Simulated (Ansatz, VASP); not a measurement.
## Be2CdS2 in VASP and in Ansatz

```xyz
5
Lattice="4.8449 0.0000 0.0000 -2.4224 4.1958 0.0000 0.0000 0.0000 4.6730" Properties=species:S:1:pos:R:3 pbc="T T T"
Be    0.0000    2.7972    0.0000
Be    2.4224    1.3986    0.0000
Cd    0.0000    0.0000    0.0000
S     0.0000    2.7972    2.3365
S     2.4224    1.3986    2.3365
```

Alike in both runs: task relaxation of cell and atoms; functional PBE; k mesh 6 × 6 × 4; occupations gaussian, width 0.1 eV; no spin polarisation.

|  | VASP | Ansatz |
| --- | --- | --- |
| version | VASP 6.6.1 | Ansatz 0.2.0 |
| potentials or method | VASP PAW PBE potentials, release 64 (Be, Cd, S) | scalar-relativistic, plane waves, PAW |
| plane-wave cutoff (eV) | 600 | 420 |
| valence electrons in the cell | 28 | 36 |

Ansatz gave:

```
relaxed volume (Å³/atom)                                     : 15.78
relaxed cell length with the largest relative difference (Å) : 4.520
energy change over the relaxation (meV/atom)                 : -93
```

Which values does VASP return?

Relaxed volume (Å³/atom): 31.54; relaxed cell length with the largest relative difference (Å): 7.020; energy change over the relaxation (meV/atom): -530.

One of these differences is far larger than is usual between the two programs; its cause wasn't traced. The two sets of potentials don't hold the same shells in valence.

Caveats: the volume moved by over 15 % at a fixed basis, so the end points are rough (VASP). A k mesh can miss the band edges.
